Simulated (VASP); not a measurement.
Input:

```yaml
crystal:
  lattice:
    - [3.75916, 0.00000, 0.00000]
    - [0.00000, 3.75916, 0.00000]
    - [0.00000, 0.00000, 5.30508]
  atoms:
    - { symbol: Mg, position: [0.50000, 0.50000, 0.50000] }
    - { symbol: Cd, position: [0.00000, 0.00000, 0.00000] }
    - { symbol: S, position: [0.00000, 0.00000, 0.50000] }
    - { symbol: S, position: [0.50000, 0.50000, 0.00000] }
```

Method: PBEsol GGA, VASP's PBE PAW potentials (set 64) (plane waves; VASP). Settings: 400 eV cut-off, Gaussian smearing of 0.050 eV, potentials Mg Cd S.

**Question.** Predict the band gap (along the path) with the smallest direct gap where there is one.

**Answer.** 
```yaml
band gap (along the path): 0.07 eV
smallest direct gap (along the path): 1.38 eV
```

The absolute energy has meaning only against runs of the same code, potentials and settings.

The structure comes from a computed database's MgCdS2 entry (P4/mmm); how it stands against other phases isn't given here. It was relaxed first.
